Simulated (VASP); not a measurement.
These are PBE GGA, VASP's PBE PAW potentials (set 64) (plane waves; VASP 6.6.1) values and carry that method's errors.

Input for VASP

**INCAR**
```
SYSTEM = MgS
PREC = Accurate
ENCUT = 400
EDIFF = 1E-6
NELM = 100
ALGO = Normal
LREAL = .FALSE.
LASPH = .TRUE.
ISMEAR = 0
SIGMA = 0.05
GGA = PE
LWAVE = .FALSE.
LCHARG = .FALSE.
ISIF = 2
```

### KPOINTS
```
Automatic mesh
0
Gamma
13 13 13
0 0 0
```

File POSCAR:
```
MgS
5.3516720
  0.0000000000   0.4808704644   0.5000000000
  0.4725237272   0.0000000000   0.5000000000
  0.4725237272   0.4808704644   0.0000000000
Mg S
1 1
Cart
  0.0000000000   0.0000000000   0.0000000000
  0.4839039886   0.4808704644   0.5000000000
```

POTCAR, in this order: Mg S (PBE.64 set). Program: vasp_std.

Output of the run:

File OSZICAR:
```
       N       E                     dE             d eps       ncg     rms          rms(c)
DAV:   1     0.176103887793E+02    0.17610E+02   -0.32571E+03  5872   0.651E+02
DAV:   2    -0.816820984435E+01   -0.25779E+02   -0.24229E+02  7736   0.974E+01
DAV:   3    -0.887326755321E+01   -0.70506E+00   -0.70506E+00  6472   0.216E+01
DAV:   4    -0.887651752209E+01   -0.32500E-02   -0.32500E-02  8984   0.162E+00
DAV:   5    -0.887652056370E+01   -0.30416E-05   -0.30415E-05  6752   0.371E-02    0.448E+00
DAV:   6    -0.851109875838E+01    0.36542E+00   -0.93279E-01  5680   0.482E+00    0.353E+00
DAV:   7    -0.846980975668E+01    0.41289E-01   -0.24104E-01  6928   0.263E+00    0.235E+00
DAV:   8    -0.846998120389E+01   -0.17145E-03   -0.13083E-02  6328   0.961E-01    0.901E-01
DAV:   9    -0.846980874949E+01    0.17245E-03   -0.54977E-04  6944   0.190E-01    0.262E-01
DAV:  10    -0.846984856974E+01   -0.39820E-04   -0.13435E-04  7952   0.781E-02    0.141E-02
DAV:  11    -0.846984640194E+01    0.21678E-05   -0.16818E-05  6560   0.215E-02    0.756E-03
DAV:  12    -0.846984645203E+01   -0.50093E-07   -0.38478E-07  3456   0.534E-03
   1 F= -.84698465E+01 E0= -.84698465E+01  d E =-.336994E-16
```

**OUTCAR**
```
------------------------ aborting loop because EDIFF is reached ----------------------------------------
  FORCE on cell =-STRESS in cart. coord.  units (eV):
  Direction    XX          YY          ZZ          XY          YZ          ZX
  --------------------------------------------------------------------------------------
  Total        1.2083741      0.5892459     -0.2631655      0.0000000      0.0000000      0.0000000
  in kB       55.5893757     27.1073419    -12.1065192      0.0000000      0.0000000      0.0000000
  external PRESSURE =      23.5300662 kB  Pullay stress =       0.0000000 kB
  volume of cell :       34.83
      direct lattice vectors                 reciprocal lattice vectors
     0.000000000  2.573461000  2.675836000    -0.197722865  0.194290879  0.186857491
     2.528792000  0.000000000  2.675836000     0.197722865 -0.194290879  0.186857491
     2.528792000  2.573461000  0.000000000     0.197722865  0.194290879 -0.186857491
 POSITION                                       TOTAL-FORCE (eV/Angst)
 -----------------------------------------------------------------------------------
      0.00000      0.00000      0.00000         0.289677      0.000000      0.000000
      2.58970      2.57346      2.67584        -0.289677      0.000000      0.000000
 -----------------------------------------------------------------------------------
    total drift:                                0.000219     -0.000000     -0.000000
  FREE ENERGIE OF THE ION-ELECTRON SYSTEM (eV)
  ---------------------------------------------------
  free  energy   TOTEN  =        -8.4698464520 eV

  energy  without entropy=       -8.4698464520  energy(sigma->0) =       -8.46984645
```
(Selected blocks of OUTCAR.)

The compound is MgS in the rock salt structure. The cell was not relaxed at this level, atoms are displaced from their ideal sites. The run is one of a series of settings (KPOINTS 13×13×13 Γ-centred mesh against the base run), some of them coarse on purpose.
